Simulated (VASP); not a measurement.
OSZICAR of a VASP run on ZnO (wurtzite):

OSZICAR:
```
       N       E                     dE             d eps       ncg     rms          rms(c)
DAV:   1     0.286069719943E+03    0.28607E+03   -0.18927E+04  1328   0.230E+03
DAV:   2     0.119421201849E+02   -0.27413E+03   -0.26344E+03  1428   0.431E+02
DAV:   3    -0.190569681759E+02   -0.30999E+02   -0.30771E+02  1554   0.153E+02
DAV:   4    -0.196743482210E+02   -0.61738E+00   -0.61675E+00  1446   0.233E+01
DAV:   5    -0.196792328620E+02   -0.48846E-02   -0.48844E-02  1518   0.200E+00    0.135E+01
DAV:   6    -0.162142834074E+02    0.34649E+01   -0.12771E+01  2310   0.759E+01    0.783E+00
DAV:   7    -0.163814182901E+02   -0.16713E+00   -0.27213E+00  1484   0.200E+01    0.474E+00
DAV:   8    -0.164174045689E+02   -0.35986E-01   -0.82180E-01  1836   0.881E+00    0.177E+00
DAV:   9    -0.163571392108E+02    0.60265E-01   -0.19284E-01  1980   0.803E+00    0.313E-01
DAV:  10    -0.163612949832E+02   -0.41558E-02   -0.54763E-02  1326   0.185E+00    0.163E-01
DAV:  11    -0.163615820794E+02   -0.28710E-03   -0.99056E-04  1538   0.542E-01    0.102E-01
DAV:  12    -0.163615933319E+02   -0.11253E-04   -0.57104E-04  1788   0.500E-01    0.324E-02
DAV:  13    -0.163616363490E+02   -0.43017E-04   -0.14624E-04  1582   0.186E-01    0.288E-02
DAV:  14    -0.163616293043E+02    0.70447E-05   -0.49120E-05  1564   0.671E-02    0.449E-03
DAV:  15    -0.163616293776E+02   -0.73274E-07   -0.80817E-06  1464   0.232E-02    0.337E-03
DAV:  16    -0.163616290802E+02    0.29744E-06   -0.83062E-07  1610   0.851E-03    0.864E-04
DAV:  17    -0.163616290786E+02    0.15825E-08   -0.85402E-08   864   0.459E-03
   1 F= -.16361629E+02 E0= -.16361629E+02  d E =-.163616E+02
       N       E                     dE             d eps       ncg     rms          rms(c)
DAV:   1    -0.163616650647E+02   -0.35985E-04   -0.10981E-02  1320   0.849E-01    0.465E-02
DAV:   2    -0.163616738708E+02   -0.88060E-05   -0.36547E-04  1524   0.217E-01    0.269E-02
DAV:   3    -0.163616598814E+02    0.13989E-04   -0.10750E-05  1904   0.581E-02    0.789E-03
DAV:   4    -0.163616592779E+02    0.60347E-06   -0.59535E-06  1552   0.264E-02    0.177E-03
DAV:   5    -0.163616593407E+02   -0.62750E-07   -0.99908E-07  1320   0.115E-02
   2 F= -.16361659E+02 E0= -.16361659E+02  d E =-.302621E-04
```

Which electronic solver shows in the log?

It is blocked Davidson (ALGO = Normal, or the opening steps of other solvers). The INCAR had ALGO = Normal.

Can the final energy be trusted as converged?

Self-consistency was reached. It stopped with EDIFF = 1E-7, NELM = 100, NSW = 30 and EDIFFG = -0.01 after 2 ionic steps (RPBE GGA, plane waves, VASP's PBE PAW potentials (set 64)).

The compound is ZnO in the wurtzite structure. This cell is one point of a volume scan, at 1.03 of the reference volume. Symmetry was kept, so distortions that lower it aren't found.
